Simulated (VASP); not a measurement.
**SiC: relaxation of the atoms with PBE**

Crystal: SiC.

```
CELL_PARAMETERS angstrom
3.07095 0.00000 0.00000
-1.53548 2.65952 0.00000
0.00000 0.00000 5.04004
ATOMIC_POSITIONS crystal
Si 0.33333 0.66667 0.00458
Si 0.66667 0.33333 0.50458
C 0.33333 0.66667 0.38042
C 0.66667 0.33333 0.88042
```

The cell isn't the ideal one: a relaxed cell with its volume scaled by 0.98.

```
Program                : VASP 6.6.1
Task                   : relaxation of the atoms
Functional             : PBE
Potentials or basis    : VASP PAW PBE potentials, release 64 (Si, C)
Cutoff                 : 520 eV
k mesh                 : 12 × 12 × 6
Occupations            : gaussian, width 0.02 eV
Spin                   : no spin polarisation
Further INCAR settings : ALGO = Normal; EDIFF = 1e-07; IBRION = 2; EDIFFG = -0.002; NSW = 80
```

- Energy gained by relaxing: 0.0 meV/atom
- Ionic steps: 3
- Pressure after relaxing: 4.5 GPa
- Band gap on the k mesh: 2.27 eV, indirect (least direct gap 3.98 eV)

Stress tensor (GPa, compression positive):
```
4.50 0.00 0.00
0.00 4.50 0.00
0.00 0.00 4.42
```

Final structure:
```
Si C
1.0
     3.07095    0.00000    0.00000
    -1.53548    2.65952    0.00000
     0.00000    0.00000    5.04004
Si C
2 2
Cartesian
  0.0000 1.7730 0.0232
  1.5355 0.8865 2.5432
  0.0000 1.7730 1.9172
  1.5355 0.8865 4.4372
```

Levels at points of the mesh, in eV from the valence-band top:
| k point | band 5 | band 6 | band 7 | band 8 | band 9 | band 10 | band 11 | band 12 |
| --- | --- | --- | --- | --- | --- | --- | --- | --- |
| (0.00, 0.00, 0.00) | -1.32 | -0.11 | 0.00 | 0.00 | 4.84 | 6.26 | 6.69 | 6.69 |
| (0.50, 0.00, 0.00) | -5.45 | -3.33 | -3.30 | -1.20 | 2.78 | 4.23 | 6.92 | 7.15 |
| (0.00, 0.00, 0.50) | -0.71 | -0.71 | -0.71 | -0.71 | 5.94 | 5.94 | 7.38 | 7.38 |
| (0.50, 0.00, 0.50) | -2.45 | -2.45 | -2.34 | -2.34 | 3.30 | 3.30 | 5.28 | 5.28 |

It took 16 s on 1 thread of Intel(R) Xeon(R) 6975P-C (Granite Rapids), on a shared host, peak memory 0.17 GiB.

A k mesh can miss the band edges.
